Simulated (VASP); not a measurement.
## HgS (zinc blende): computed properties

Level of theory: LDA (Ceperley-Alder, Perdew-Zunger), VASP's LDA PAW potentials (set 64) (plane waves; VASP).

| Property | Value |
|---|---|
| space group | F-43m (216) |
| cell | a = 5.8299 Å, b = 5.8299 Å, c = 5.8299 Å, α = 90.00°, β = 90.00°, γ = 90.00° |
| volume per atom | 24.77 Å^3/atom |
| band gap (over mesh and band path) | none (metal, semimetal or under 0.01 eV) |
| Hill bulk modulus | 67.3 GPa |
| Hill shear modulus | 16.1 GPa |
| Poisson's ratio | 0.389 |
| density | 7.80 g/cm³ |
| optical Γ-point spectrum | 184 (×3) cm⁻¹ |
| C11 | 78.3 GPa |
| C12 | 61.8 GPa |
| C44 | 25.0 GPa |

```
CELL_PARAMETERS angstrom
      0.00000     2.91493     2.91493
      2.91493     0.00000     2.91493
      2.91493     2.91493     0.00000
ATOMIC_POSITIONS crystal
  Hg 0.00000 0.00000 0.00000
  S  0.25000 0.25000 0.25000
```

Measured: a 5.841 Å at 295 K (computed value off by -0.2 %), as given by Cardona et al., (2009), arXiv:0908.2634. The calculation is for a static lattice, while the measured a holds thermal and zero-point effects, which are part of the difference. Finite-difference elastic constants of metals are sensitive to mesh and smearing; shear constants can be off by tens of GPa. Unless said otherwise, spin-orbit coupling is left out, though it shifts the bands of the heavy elements here.

The compound is HgS in the zinc blende structure, metacinnabar; cinnabar is the stable form. It was relaxed first. Symmetry was kept, so distortions that lower it aren't found.
